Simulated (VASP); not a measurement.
Method: PBEsol GGA, VASP's PBE PAW potentials (set 64) (plane waves; VASP 6.6.1).

Input for VASP

File KPOINTS:
```
Automatic
0
gamma
7 7 7
```

POSCAR:
```
KCl
6.3727030
  0.0000000000   0.4999999891   0.4999999891
  0.4999999891   0.0000000000   0.4999999891
  0.4999999891   0.4999999891   0.0000000000
K Cl
1 1
Cartesian
  0.0000000000   0.0000000000   0.0000000000
  0.4999999891   0.4999999891   0.4999999891
```

### INCAR
```
ALGO = Normal
EDIFF = 1E-7
ENCUT = 520
GGA = PS
ISIF = 2
ISMEAR = 0
LASPH = .True.
LCHARG = .False.
LREAL = .False.
LWAVE = .False.
NELM = 100
PREC = Accurate
SIGMA = 0.05
SYSTEM = KCl
```

POTCAR, in this order: K_sv Cl (PBE.64 set). Program: vasp_std.

Output

**OSZICAR**
```
       N       E                     dE             d eps       ncg     rms          rms(c)
DAV:   1     0.109071735209E+03    0.10907E+03   -0.72102E+03   480   0.119E+03
DAV:   2    -0.391328546437E+00   -0.10946E+03   -0.10257E+03   616   0.276E+02
DAV:   3    -0.704255965996E+01   -0.66512E+01   -0.66143E+01   612   0.641E+01
DAV:   4    -0.726991258213E+01   -0.22735E+00   -0.22713E+00   860   0.111E+01
DAV:   5    -0.727131144868E+01   -0.13989E-02   -0.13988E-02   624   0.911E-01    0.303E+00
DAV:   6    -0.701512747888E+01    0.25618E+00   -0.47815E-01   580   0.392E+00    0.249E+00
DAV:   7    -0.700034387195E+01    0.14784E-01   -0.10868E-01   604   0.207E+00    0.146E+00
DAV:   8    -0.701122389421E+01   -0.10880E-01   -0.19317E-02   688   0.118E+00    0.187E-01
DAV:   9    -0.701197219349E+01   -0.74830E-03   -0.12866E-03   624   0.245E-01    0.963E-02
DAV:  10    -0.701258850740E+01   -0.61631E-03   -0.54401E-04   560   0.189E-01    0.168E-02
DAV:  11    -0.701261252322E+01   -0.24016E-04   -0.26478E-05   640   0.413E-02    0.102E-02
DAV:  12    -0.701261684461E+01   -0.43214E-05   -0.10501E-05   592   0.220E-02    0.479E-03
DAV:  13    -0.701261683158E+01    0.13030E-07   -0.15216E-06   620   0.971E-03    0.178E-03
DAV:  14    -0.701261690424E+01   -0.72656E-07   -0.15770E-07   596   0.309E-03
   1 F= -.70126169E+01 E0= -.70126169E+01  d E =-.407987E-17
```

OUTCAR:
```
------------------------ aborting loop because EDIFF is reached ----------------------------------------
  FORCE on cell =-STRESS in cart. coord.  units (eV):
  Direction    XX          YY          ZZ          XY          YZ          ZX
  --------------------------------------------------------------------------------------
  Total       -0.3813912     -0.3813912     -0.3813912     -0.0000000     -0.0000000      0.0000000
  in kB       -9.4443104     -9.4443104     -9.4443104     -0.0000000     -0.0000000      0.0000000
  external PRESSURE =      -9.4443104 kB  Pullay stress =       0.0000000 kB
  volume of cell :       64.70
      direct lattice vectors                 reciprocal lattice vectors
     0.000000000  3.186351431  3.186351431    -0.156919289  0.156919289  0.156919289
     3.186351431  0.000000000  3.186351431     0.156919289 -0.156919289  0.156919289
     3.186351431  3.186351431  0.000000000     0.156919289  0.156919289 -0.156919289
  FREE ENERGIE OF THE ION-ELECTRON SYSTEM (eV)
  ---------------------------------------------------
  free  energy   TOTEN  =        -7.0126169042 eV

  energy  without entropy=       -7.0126169042  energy(sigma->0) =       -7.01261690
```
(Selected blocks of OUTCAR.)

**OUTCAR**
```
 val. band max:       -2.0492597616   @ k =   0.0000   0.0000   0.0000

 cond. band min:       2.8574196355   @ k =   0.0000   0.0000   0.0000


 Fermi energy:        -1.7675983408

 k-point     1 :       0.0000    0.0000    0.0000
  band No.  band energies     occupation
      1     -29.1877      2.00000
      2     -14.0983      2.00000
      3     -12.7127      2.00000
      4     -12.7127      2.00000
      5     -12.7127      2.00000
      6      -2.0493      2.00000
      7      -2.0493      2.00000
      8      -2.0493      2.00000
      9       2.8574      0.00000
     10       6.2288      0.00000
     11       6.2288      0.00000
     12       6.2288      0.00000

 k-point     2 :       0.1429    0.0000    0.0000
  band No.  band energies     occupation
      1     -29.1860      2.00000
      2     -14.1336      2.00000
      3     -12.7144      2.00000
      4     -12.7144      2.00000
      5     -12.6682      2.00000
      6      -2.2835      2.00000
      7      -2.1097      2.00000
      8      -2.1097      2.00000
      9       3.3267      0.00000
     10       6.0678      0.00000
     11       6.4760      0.00000
     12       6.4760      0.00000

 k-point     3 :       0.2857    0.0000    0.0000
  band No.  band energies     occupation
      1     -29.1821      2.00000
      2     -14.2062      2.00000
      3     -12.7181      2.00000
      4     -12.7181      2.00000
      5     -12.5747      2.00000
      6      -2.7259      2.00000
      7      -2.2398      2.00000
      8      -2.2398      2.00000
      9       4.3639      0.00000
     10       5.9736      0.00000
     11       7.1662      0.00000
     12       7.1662      0.00000

 k-point     4 :       0.4286    0.0000    0.0000
  band No.  band energies     occupation
      1     -29.1791      2.00000
      2     -14.2591      2.00000
      3     -12.7210      2.00000
      4     -12.7210      2.00000
      5     -12.5047      2.00000
      6      -3.0269      2.00000
...
```

The compound is KCl in the rock salt structure. This cell is one point of a volume scan, at 1.06 of the reference volume.
